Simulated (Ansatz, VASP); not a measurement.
# Cross-check of NiO between VASP and Ansatz

Wanted: the spread between two codes on one cell, functional and k mesh. The cell is taken from a series of runs on this material, whose earlier steps may have relaxed, scaled, displaced or heated it; both programs get it as it stands.

Calculated with Ansatz 0.2.0; plane waves, with VASP 6.6.1 beside it; single point at PBE, DFT+U.

## Step 1: Starting point

It takes space group Fm-3m (No. 225, cubic). The conventional cell has a = 4.172 Å, b = 4.172 Å, c = 4.172 Å, α = 90.00°, β = 90.00°, γ = 90.00°. Ni has 6 O at 2.09 Å nearest. Nearest to O lie 6 Ni at 2.09 Å. Farther neighbours and most contacts between anions are not listed.

## Step 2: Ansatz: single point, PBE, DFT+U, pair 1

Ansatz runs on its default PAW (the set named soft_2) files.

With cell and atoms fixed, the geometry can't cause a difference; cores, projectors, grids and the points listed under the comparison can.

File input.yaml:

```yaml
crystal:
  lattice:
    - [0.0, 2.085901641, 2.085901641]
    - [-2.085901641, 0.0, -2.085901641]
    - [-4.171803282, -4.171803282, 4.171803282]
  atoms:
    - { symbol: Ni, position: [0.0, 0.0, 0.0], spin: 2.0 }
    - { symbol: Ni, position: [0.333333333, 0.666666667, 0.666666667], spin: 2.0 }
    - { symbol: Ni, position: [0.666666667, 0.333333333, 0.333333333], spin: 2.0 }
    - { symbol: O, position: [0.666666667, 0.333333333, 0.833333333] }
    - { symbol: O, position: [0.0, 0.0, 0.5] }
    - { symbol: O, position: [0.333333333, 0.666666667, 0.166666667] }
magnetization:
  spin_polarized: true
kpoints:
  mp_grid: { grid: [10, 10, 4] }
hamiltonian:
  xc: pbe
  hubbard:
    sites:
      - { species: Ni, l: d, u_eff: 6.0 }
      - { site: 0, l: d, u_eff: 6.0, starting_ns: [{ spin: up, occupation_matrix: ni1_major }, { spin: down, occupation_matrix: ni1_minor }] }
      - { site: 1, l: d, u_eff: 6.0, starting_ns: [{ spin: up, occupation_matrix: ni1_major }, { spin: down, occupation_matrix: ni1_minor }] }
      - { site: 2, l: d, u_eff: 6.0, starting_ns: [{ spin: up, occupation_matrix: ni1_major }, { spin: down, occupation_matrix: ni1_minor }] }
    projectors: ortho-atomic
    occupation_matrices:
      ni1_major:
        matrix:
          - [0.998, 0.0, 0.0, 0.0, 0.0]
          - [0.0, 0.999, 0.0, 0.0, 0.0]
          - [0.0, 0.0, 0.999, 0.0, 0.0]
          - [0.0, 0.0, 0.0, 0.998, 0.0]
          - [0.0, 0.0, 0.0, 0.0, 0.999]
      ni1_minor:
        matrix:
          - [0.146, 0.0, 0.0, 0.0, 0.0]
          - [0.0, 0.997, 0.0, 0.0, 0.0]
          - [0.0, 0.0, 0.997, 0.0, 0.0]
          - [0.0, 0.0, 0.0, 0.146, 0.0]
          - [0.0, 0.0, 0.0, 0.0, 0.997]
scf:
  occupations: { method: fermi_dirac, width: 0.05 }
output:
  eigenvalues: true
```

Run with:

```
$ ansatz run input.yaml --threads 4 --pin off --max-ram 8192MiB --backend cpu --events-out ev --progress --plain --runs-dir out
```

Numbers of over 12 decimals in the logs are rounded to 6 here.

The log of the run:

```text
Engine: ansatz 0.2.0, aarch64-unknown-linux-gnu
Pseudopotentials: kind: paw
Pseudopotential: Ni, paw, valence charge 18, recommended cutoff 420 eV (normal), Ni.paw.azcp
Pseudopotential: O, paw, valence charge 6, recommended cutoff 420 eV (normal), O.paw.azcp
Functional definition: PBE
  parameter kappa = 0.804
  parameter beta = 0.066725
  exchange = pbe_x(kappa = kappa, mu = beta*pi^2/3)
  correlation = pbe_c(beta = beta)
Crystal: 6 atoms, lattice volume = 54.454 Å³
Basis set: ecut = 420 eV, 1057 PW (Γ)
Bands: 47, of which v1, the nominal top of the filled ones, is band 36 counted from 1 (35 counted from 0)
Symmetry: 36 space group operations
Space group: Fm-3m (ITA 225), of the structure as read, at distance tolerance 3.8e-5 Å
Magnetic group: BNS 225.116 (UNI 1618), of the structure as read, at distance tolerance 3.8e-5 Å
k-points: 50 of 400
Non-local potential: Ni, projectors of the file, l = 0: 3, l = 1: 2, l = 2: 3, l = 3: 1
Non-local potential: O, projectors of the file, l = 0: 2, l = 1: 2, l = 2: 1
PAW form: soft (Blöchl's): semilocal exchange-correlation on the pseudo side does not see the compensation charge
PAW one-centre angular grid: Ni, 590 points (default); XC on 64 Gauss nodes
PAW one-centre angular grid: O, 110 points (default); XC on 64 Gauss nodes
Initial density: superposition of atomic densities (chi_scale 0.1, normalization cell, long waves kept (reshape's long-wave potential 0.00 eV rms))
Starting moments: Σ|m| = 6 μB on 3 of 6 sites
Initial wavefunctions: pseudopotential atomic-orbital guess
Functional: x = pbe(κ = 0.804, μ = 0.219515), c = pbe(β = 0.066725)
SCF iter   1: F=—  HF=-19216.103762 eV  |F-HF|=—  |Δ(HF+E_count)|=         —  Δρ=2.34e-1 (↑7.52e-2 ↓2.34e-1)  dr2=3.56e1  dr2_m=3.59e0  M=4.146 μB ∫|m|=4.149 μB  β_m=0.30  ethr=3.10e-3  ⟨swp⟩=5.0  Hψ=15333  notcnv=0  defer=3
preconditioner: auto → Kerker (q_TF=auto, 2.858 Å⁻¹)  [metal: Δε(μ)=0.017 eV  Ē_g=14.765 eV  σ=0.050 eV  W_gap=0.08  n_scr=24 (ndim 8)  ℏωp=34.9 eV  f_vac=0.000  D(μ)=5.86/eV (n_scr^D=82)]
spin=Collinear: Kerker preconditioning applied to the charge; magnetization (m = ρ↑ − ρ↓) channel mixes plain (no charge-response kernel on spin).
SCF iter   2: F=—  HF=-19212.830621 eV  |F-HF|=—  |Δ(HF+E_count)|=    3.27e0  Δρ=8.52e-2 (↑4.22e-2 ↓8.52e-2)  dr2=1.25e0  dr2_m=1.18e0  M=6.000 μB ∫|m|=6.008 μB  β_m=1.00  ethr=3.10e-3  ⟨swp⟩=3.2  Hψ=10463  notcnv=0  defer=388
preconditioner: auto → Resta (q_TF=auto, 2.858 Å⁻¹)  ε∞=6.9  [insulator: Δε(μ)=1.138 eV  Ē_g=14.378 eV  σ=0.050 eV  W_gap=1.00  n_scr=24 (ndim 8)  ℏωp=34.9 eV  f_vac=0.000  D(μ)=0.00/eV (n_scr^D=0)  ε∞_Penn≈6.9]
spin=Collinear: Resta preconditioning applied to the charge; magnetization (m = ρ↑ − ρ↓) channel mixes plain (no charge-response kernel on spin).
SCF iter   3: F=—  HF=-19212.796375 eV  |F-HF|=—  |Δ(HF+E_count)|=   3.42e-2  Δρ=3.35e-2 (↑3.35e-2 ↓3.22e-2)  dr2=5.93e-1  dr2_m=6.76e-3  M=6.000 μB ∫|m|=6.025 μB  β_m=1.00  ethr=1.74e-3  ⟨swp⟩=3.0  Hψ=9930  notcnv=0  defer=480
SCF iter   4: F=—  HF=-19213.408950 eV  |F-HF|=—  |Δ(HF+E_count)|=   6.13e-1  Δρ=1.07e-2 (↑1.01e-2 ↓1.07e-2)  dr2=1.46e-1  dr2_m=6.10e-4  M=6.000 μB ∫|m|=6.025 μB  β_m=0.30  ethr=8.24e-4  ⟨swp⟩=2.5  Hψ=7855  notcnv=0  defer=489
Mixer restart at iter 4: flushing history
spin-set hold released at iteration 4 (site moments contracting): the magnetisation degrees of freedom join the quasi-Newton model from the next iteration; the mixer history was flushed
SCF iter   5: F=—  HF=-19213.650943 eV  |F-HF|=—  |Δ(HF+E_count)|=   2.42e-1  Δρ=5.25e-3 (↑4.40e-3 ↓5.25e-3)  dr2=1.34e-2  dr2_m=1.77e-3  M=6.000 μB ∫|m|=6.026 μB  β_m=0.49  ethr=2.02e-4  ⟨swp⟩=2.9  Hψ=7589  notcnv=0  defer=489
SCF iter   6: F=—  HF=-19213.908956 eV  |F-HF|=—  |Δ(HF+E_count)|=   2.58e-1  Δρ=2.20e-3 (↑2.20e-3 ↓2.15e-3)  dr2=2.72e-3  dr2_m=7.54e-4  M=6.000 μB ∫|m|=6.025 μB  β_m=0.62  ethr=1.86e-5  ⟨swp⟩=2.0  Hψ=9581  notcnv=0  defer=478
SCF iter   7: F=—  HF=-19213.951965 eV  |F-HF|=—  |Δ(HF+E_count)|=   4.30e-2  Δρ=1.48e-3 (↑8.85e-4 ↓1.48e-3)  dr2=1.77e-3  dr2_m=1.20e-4  M=6.000 μB ∫|m|=6.024 μB  β_m=0.64  ethr=3.78e-6  ⟨swp⟩=2.1  Hψ=8439  notcnv=0  defer=478
SCF iter   8: F=—  HF=-19213.951805 eV  |F-HF|=—  |Δ(HF+E_count)|=   1.61e-4  Δρ=3.55e-4 (↑2.61e-4 ↓3.55e-4)  dr2=1.28e-4  dr2_m=1.33e-5  M=6.000 μB ∫|m|=6.024 μB  β_m=0.73  ethr=2.45e-6  ⟨swp⟩=2.0  Hψ=6157  notcnv=0  defer=478
SCF iter   9: F=—  HF=-19213.951871 eV  |F-HF|=—  |Δ(HF+E_count)|=   6.67e-5  Δρ=1.28e-4 (↑1.08e-4 ↓1.28e-4)  dr2=1.33e-5  dr2_m=2.39e-7  M=6.000 μB ∫|m|=6.023 μB  β_m=0.87  ethr=1.78e-7  ⟨swp⟩=2.0  Hψ=6321  notcnv=0  defer=478
SCF iter  10: F=—  HF=-19213.951881 eV  |F-HF|=—  |Δ(HF+E_count)|=   1.01e-5  Δρ=1.88e-5 (↑1.69e-5 ↓1.88e-5)  dr2=5.21e-7  dr2_m=4.87e-9  M=6.000 μB ∫|m|=6.023 μB  β_m=0.93  ethr=1.85e-8  ⟨swp⟩=2.0  Hψ=6095  notcnv=0  defer=478
iter 11 met the thresholds in force, and the SCF goes on: an eigenvalue changes by 0.10 meV, over its tolerance of 0.06 meV (output.eigenvalues, Limitations)
SCF iter  11: F=-19213.951882 eV  HF=-19213.951882 eV  |F-HF|=2.32e-8  |Δ(HF+E_count)|=   5.78e-7  Δρ=3.76e-6 (↑3.76e-6 ↓3.68e-6)  dr2=2.01e-8  dr2_m=3.81e-11  M=6.000 μB ∫|m|=6.023 μB  β_m=0.97  ethr=1.39e-10  ⟨swp⟩=8.3  Hψ=17565  notcnv=0
SCF iter  12: F=-19213.951882 eV  HF=-19213.951882 eV  |F-HF|=4.11e-10  |Δ(HF+E_count)|=   2.61e-8  Δρ=9.06e-7 (↑5.01e-7 ↓9.06e-7)  dr2=9.01e-10  dr2_m=3.55e-11  M=6.000 μB ∫|m|=6.023 μB  ethr=2.80e-11  ⟨swp⟩=1.0  Hψ=11484  notcnv=0
SCF 1 converged in 12 iterations: F = -19213.951882 eV  dr2 = 9.01e-10
  greatest PAW one-centre occupation: 1.002 electrons in one spin orbital (limit 2), on the Ni atom at site 2 (counted from 0), in its partial waves of l = 1
SCF converged after 12 iterations
an eigenvalue changed by more than its tolerance at an iteration that met the thresholds in force, so the SCF went on 1 time: the last check found none over its tolerance
Magnetization: 6.0000 μB (39.0000 up, 33.0000 down)
Absolute magnetization: 6.0200 μB (∫|ρ↑−ρ↓|, with the PAW one-centre terms)
Spin contamination: 0.0044 ħ² per cell (⟨S²⟩ above its minimum at these occupations)
Per-site moments (μB) at R_I (Å): [(1.716225, 0.860434), (1.716225, 0.860434), (1.716225, 0.860434), (0.208913, 0.860434), (0.208913, 0.860434), (0.208913, 0.860434)]
Free energy (F): -19213.951882 eV
Harris-Foulkes:  -19213.951882 eV  (|F-HF|=4.11e-10)
Internal energy: -19213.951882 eV  (E = F + TS)
E sigma→0 (E₀):  -19213.951882 eV
Fermi energy:    14.927798 eV
--- Per-component energies (eV) ---
  E_band       = -1065.053237
  E_kinetic    = 1351.475798
  E_local      = -11943.137114  (includes V_loc(G=0)·N_el)
  E_nonlocal   = 2070.348887
  E_hartree    = 4905.748580
  E_xc         = -468.902004
  E_vxc        = -601.508735  (∫ρ·V_xc dr)
  E_hubbard    = 2.391556  (on-site DFT+U / exact-exchange correction)
  E_vhub       = -69.698433  (the Hubbard potential's part of the band-sum identity)
  E_paw        = -5367.490459  (= ΣΔE_a)
  E_vpaw       = -1684.037503  (= ΣTr[D̂ρ^β])
  E_aug_tail   = 0.009606  (compensation charges beyond the density's cutoff)
  E_ewald      = -9764.396731
  E_smearing   = -0.000000  (= −TS)
  E_closure    = 0.000000  (closes the sum)
  Σ components = -19213.951882   (vs F -19213.951882, Δ=0.00e0)
--- Specified on-site occupations, and those of the state reported ---
  electrons in the specified blocks: 24.8280 specified, 24.8272 found
  site 1 (l=d) ↓: largest change of an orbital's occupation 0.0003; electrons 3.2830 specified, 3.2839 found; spectral distance 0.0005
  site 0 (l=d) ↓: largest change of an orbital's occupation 0.0003; electrons 3.2830 specified, 3.2839 found; spectral distance 0.0005
  site 2 (l=d) ↓: largest change of an orbital's occupation 0.0003; electrons 3.2830 specified, 3.2839 found; spectral distance 0.0005
  site 2 (l=d) ↑: largest change of an orbital's occupation 0.0002; electrons 4.9930 specified, 4.9919 found; spectral distance 0.0005
  site 0 (l=d) ↑: largest change of an orbital's occupation 0.0002; electrons 4.9930 specified, 4.9919 found; spectral distance 0.0005
  site 1 (l=d) ↑: largest change of an orbital's occupation 0.0002; electrons 4.9930 specified, 4.9919 found; spectral distance 0.0005
--- Band table (eV; the first three rows and the last of 100) ---
  k-point 0 ↑: bands = [... 32 lower, 12.0329, 12.0329, 12.0329, 13.4834, 13.4834, 13.4834, 13.4834, 16.1154, ... 7 higher]
  k-point 1 ↑: bands = [... 32 lower, 11.6075, 12.1880, 12.1880, 13.0497, 13.0497, 13.7851, 13.7851, 16.6585, ... 7 higher]
  k-point 2 ↑: bands = [... 32 lower, 10.8910, 12.5760, 12.5760, 12.5760, 12.5760, 13.8936, 13.8936, 17.7870, ... 7 higher]
  k-point 49 ↓: bands = [... 32 lower, 11.4471, 16.7289, 16.9453, 16.9453, 17.2752, 17.5702, 17.5702, 23.2254, ... 7 higher]
Occupation matrices written to <dir>
```

(Continued in part 2 of 3.)

[Lines on the potential files, build, host, timing and source positions are cut from VASP's logs without a mark.]

[Logs are printed without paths, hosts, clocks, repeated set-up lines and the standing remarks that a program may print on its own settings, such as how far it seeks lower states.]

[Hosts, paths, dates, database ids (printed as entryN), source tags and the programs' standing remarks are cut or masked in the printed files.]
